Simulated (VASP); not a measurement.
# Si (Fd-3m) in VASP: G0W0 quasiparticle levels with PBE

Aim: the G0W0 quasiparticle levels of Si with PBE.

Everything below comes from runs of VASP 6.6.1. Logs are shortened: lines on timing, memory, paths and dates and some standing lists are left out, and cuts for length are marked.

**1. The crystal as given**

Symmetry: Fd-3m, No. 227, cubic system. The conventional cell has a = 5.427 Å, b = 5.427 Å, c = 5.427 Å, α = 90.00°, β = 90.00°, γ = 90.00°. Si (site symmetry -43m) has 4 Si at 2.35 Å as nearest neighbours.

**2. G0W0 quasiparticle levels, PBE**

Contents of POSCAR:

```
Si
1.0
    0.0000000000      2.7135600000      2.7135600000
    2.7135600000      0.0000000000      2.7135600000
    2.7135600000      2.7135600000      0.0000000000
Si
2
Direct
    0.7500000000      0.7500000000      0.7500000000
    0.5000000000      0.5000000000      0.5000000000
```

Contents of INCAR.step1:

```
SYSTEM = Si
PREC = Accurate ; ENCUT = 420
EDIFF = 1E-8 ; ISMEAR = 0
SIGMA = 0.01 ; LREAL = .False.
LASPH = .True. ; NELM = 80
ALGO = Normal ; LWAVE = .True.
LCHARG = .False. ; GGA = PE
```

Contents of INCAR.step2:

```
SYSTEM = Si
PREC = Accurate ; ENCUT = 420
EDIFF = 1E-8 ; ISMEAR = 0
SIGMA = 0.01 ; LREAL = .False.
LASPH = .True. ; NELM = 1
ALGO = Exact ; LWAVE = .True.
LCHARG = .False. ; GGA = PE
NBANDS = 144 ; LOPTICS = .True.
ISTART = 1
```

Contents of INCAR.step3:

```
SYSTEM = Si
PREC = Accurate ; ENCUT = 420
EDIFF = 1E-8 ; ISMEAR = 0
SIGMA = 0.01 ; LREAL = .False.
LASPH = .True. ; ALGO = EVGW0
LWAVE = .False. ; LCHARG = .False.
GGA = PE ; NELMGW = 1
NBANDS = 144 ; ENCUTGW = 200
NOMEGA = 60 ; PRECFOCK = Fast
ISTART = 1 ; NBANDSGW = 12
```

Contents of KPOINTS:

```
regular mesh
0
Gamma
  6 6 6
  0 0 0
```

Potentials or basis: VASP PAW PBE potentials, release 64 (Si_GW).

Started as:

```
$ cat potpaw_PBE.64/Si_GW/POTCAR > POTCAR
$ cp INCAR.step1 INCAR
$ mpirun -np 1 vasp_std > vasp.out
$ cp INCAR.step2 INCAR
$ mpirun -np 1 vasp_std > vasp.out
$ cp INCAR.step3 INCAR
$ mpirun -np 1 vasp_std > vasp.out
```

OUTCAR:

```text
SYSTEM = Si
   PREC = Accurate
   ENCUT = 420
   EDIFF = 1E-8
   ISMEAR = 0
   LREAL = .False.
   LASPH = .True.
   GGA = PE
   NELMGW = 1
   ENCUTGW = 200
   PRECFOCK = Fast
   ISTART = 1

 ion  position               nearest neighbor table
   1  0.750  0.750  0.750-   2 2.35   2 2.35   2 2.35   2 2.35
   2  0.500  0.500  0.500-   1 2.35   1 2.35   1 2.35   1 2.35

  LATTYP: Found a face centered cubic cell.
 ALAT       =     5.4271200000

  Lattice vectors:

 A1 = (   0.0000000000,   2.7135600000,   2.7135600000)
 A2 = (   2.7135600000,   0.0000000000,   2.7135600000)
 A3 = (   2.7135600000,   2.7135600000,   0.0000000000)

Analysis of symmetry for initial positions (statically):
=====================================================================
 Subroutine PRICEL returns:
 Original cell was already a primitive cell.

 Routine SETGRP: Setting up the symmetry group for a
 face centered cubic supercell.

 Subroutine GETGRP returns: Found 48 space group operations
 (whereof 24 operations were pure point group operations)
 out of a pool of 48 trial point group operations.

The static configuration has the point symmetry T_d .
 The point group associated with its full space group is O_h .

Analysis of symmetry for dynamics (positions and initial velocities):
=====================================================================
 Subroutine PRICEL returns:
 Original cell was already a primitive cell.

 Routine SETGRP: Setting up the symmetry group for a
 face centered cubic supercell.

 Subroutine GETGRP returns: Found 48 space group operations
 (whereof 24 operations were pure point group operations)
 out of a pool of 48 trial point group operations.

The dynamic configuration has the point symmetry T_d .
 The point group associated with its full space group is O_h .

 Subroutine INISYM returns: Found 48 space group operations
 (whereof 24 operations are pure point group operations),
 and found     1 'primitive' translations

[... 81 lines left out ...]
   LSORBIT =      F    spin-orbit coupling
   LASPH  =      T    aspherical Exc in radial PAW
   ENCUT  =  420.0 eV  30.87 Ry    5.56 a.u.   6.41  6.41  6.41*2*pi/ulx,y,z
   NELM   =     60;   NELMIN=  2; NELMDL=  0     # of ELM steps
   EDIFF  = 0.1E-07   stopping-criterion for ELM
   LREAL  =      F    real-space projection
   EDIFFG = 0.1E-06   stopping-criterion for IOM
   NSW    =      0    number of steps for IOM
   IBRION =     -1    ionic relax: 0-MD 1-quasi-New 2-CG
   NFREE  =      0    steps in history (QN), initial steepest desc. (CG)
   ISIF   =      0    stress and relaxation
   ISYM   =      3    0-nonsym 1-usesym 2-fastsym
   POTIM  = 0.5000    time-step for ionic-motion
   TEBEG  =    0.0;   TEEND  =   0.0 temperature during run
   PSTRESS=    0.0 pullay stress
   NELECT =       8.0000    total number of electrons
   NUPDOWN=      -1.0000    fix difference up-down
   EMIN   =  10.00;   EMAX   =-10.00  energy-range for DOS
   EFERMI =   0.00;   METHOD = LEGACY
   ISMEAR =     0;   SIGMA  =   0.01  broadening in eV -4-tet -1-fermi 0-gaus
   EFERMI_NEDOS =   21; number of points for ismear=-14 and -15
   IALGO  =     38    algorithm
   IMIX   =      4    mixing-type and parameters
     AMIX     =   0.40;   BMIX     =  1.00
     AMIX_MAG =   1.60;   BMIX_MAG =  1.00
  volume/ion in A,a.u.               =      19.98       134.84
  Fermi-wavevector in a.u.,A,eV,Ry     =   0.957684  1.809760 12.478691  0.917158
  Thomas-Fermi vector in A             =   2.086724
   LORBIT       =      0    0 simple, 1 ext, 2 COOP (PROOUT), +10 PAW based schemes
   GGA     = PE    functional components
   LHFCALC =     T    Hartree Fock is set to
   PRECFOCK=fast      Normal, Fast or Accurate (Low or Medium for compatibility)
   ENCUT4O =  -1.0   cutoff for four orbital integrals eV
   NKREDX  =     1    reduce k-point grid by
   NKREDY  =     1    reduce k-point grid by
   NKREDZ  =     1    reduce k-point grid by
   AEXX    =    1.0000 exact exchange contribution
   HFSCREEN=    0.0000 screening length (either q_TF or 0.3 A-1)
   HFSCREENC=   0.0000 screening length for correlation (either q_TF or 0.3 A-1)
   ENCUTFOCK=  -1.0 apply spherical cutoff to Coloumb kernel
   IVDW    =     0    specifies the selected vdW correction
   LEPSILON=     F    determine dielectric tensor
   LRPA    =     F    only Hartree local field effects (RPA)
   LRPAFORCE           =     F    calculate RPA forces
   ENCUTGW             = 200.0    cutoff for response function in eV
   ENCUTGWSOFT         = 160.0    soft cutoff for Coulomb kernel in GW response function in eV
   ENCUTLF             =  -1.0    cutoff for local field effects
   NELMGW              =     1    number of iterations in solving QP/BSE equation
   NELMHF              =     1    number of iterations in the inner HF iteration
   NKREDLFX            =     1    NKREDLFY  =   1   NKREDLFZ  =   1
 non-spin polarized calculation
 Gauss-broadening in eV      SIGMA  =   0.01
  energy-cutoff  :      420.00
  volume of cell :       39.96
 maximum number of plane-waves:       797
 NGX is ok and might be reduce to    28
  NGX = 16; NGY = 16; NGZ = 16
   NGX = 13   NGY = 13   NGZ = 13
 maximum number of plane-waves:       268

 QP shifts <psi_nk| G(iteration)W_0 |psi_nk>: iteration 1
 for sc-GW calculations column KS-energies equals QP-energies in previous step
 and V_xc(KS)=  KS-energies - (<T + V_ion + V_H > + <T+V_H+V_ion>^1  + <V_x>^1)

 k-point   1 :       0.0000    0.0000    0.0000
  band No.  KS-energies  QP-energies   sigma(KS)   V_xc(KS)     V^pw_x(r,r')   Z            occupation Imag(sigma)

      1      -6.4874      -6.9092     -11.1207     -10.4622     -17.5250       0.6406       2.0000       1.0949
      2       5.4899       4.9537     -12.1229     -11.4148     -12.7340       0.7573       2.0000       0.0331
      3       5.4899       4.9537     -12.1229     -11.4148     -12.7340       0.7573       2.0000       0.0331
      4       5.4899       4.9537     -12.1229     -11.4148     -12.7340       0.7573       2.0000       0.0331
      5       8.0499       8.1657      -9.9610     -10.1149      -5.7343       0.7522       0.0000      -0.0549
      6       8.0499       8.1657      -9.9610     -10.1149      -5.7343       0.7522       0.0000      -0.0549
      7       8.0499       8.1657      -9.9610     -10.1149      -5.7343       0.7522       0.0000      -0.0549
      8       8.8732       9.1013     -10.7546     -11.0607      -6.0567       0.7454       0.0000      -0.0641
      9      13.2143      13.3790      -9.7941     -10.0175      -4.2295       0.7372       0.0000      -0.2101
     10      13.2143      13.3790      -9.7941     -10.0175      -4.2295       0.7372       0.0000      -0.2101
     11      13.4533      13.2250      -8.0960      -7.7972      -2.6865       0.7639       0.0000      -0.2702
     12      16.7450      16.6483      -8.5003      -8.3705      -2.2851       0.7444       0.0000      -0.6019
[... 228 lines left out ...]
      1      -2.2153      -2.7004     -11.6614     -10.9607     -16.0707       0.6923       2.0000       0.4817
      2      -2.2153      -2.7004     -11.6614     -10.9607     -16.0707       0.6923       2.0000       0.4817
      3       1.8353       1.2530     -10.9531     -10.1449     -12.9686       0.7206       2.0000       0.0710
      4       1.8353       1.2530     -10.9531     -10.1449     -12.9686       0.7206       2.0000       0.0710
      5       8.2365       8.2565      -9.5337      -9.5601      -5.1993       0.7568       0.0000      -0.0640
      6       8.2365       8.2565      -9.5337      -9.5601      -5.1993       0.7568       0.0000      -0.0640
      7      12.2590      12.3342     -10.0595     -10.1625      -4.3573       0.7298       0.0000      -0.2153
      8      12.2590      12.3342     -10.0595     -10.1625      -4.3573       0.7298       0.0000      -0.2153
      9      16.0739      16.1447     -10.5964     -10.6945      -3.8664       0.7223       0.0000      -0.5370
     10      16.0739      16.1447     -10.5964     -10.6945      -3.8664       0.7223       0.0000      -0.5370
     11      18.4595      18.5293     -10.3151     -10.4113      -3.3735       0.7258       0.0000      -0.7219
     12      18.4595      18.5293     -10.3151     -10.4113      -3.3735       0.7258       0.0000      -0.7219
```

It took 11 min on 1 thread of Intel Xeon Platinum 8259CL at 2.50GHz (Skylake/Cascade Lake), shared host; peak memory 0.78 GiB.

What came out:

```
Band gap on the k mesh, mean-field level : 0.70 eV, indirect (least direct gap 2.56 eV)
Quasiparticle gap                        : 1.22 eV
Least direct quasiparticle gap           : 3.21 eV
```

Caveat: bands, screening cutoff and mesh are small and nothing is extrapolated, so the quasiparticle values aren't converged. A k mesh can miss the band edges.
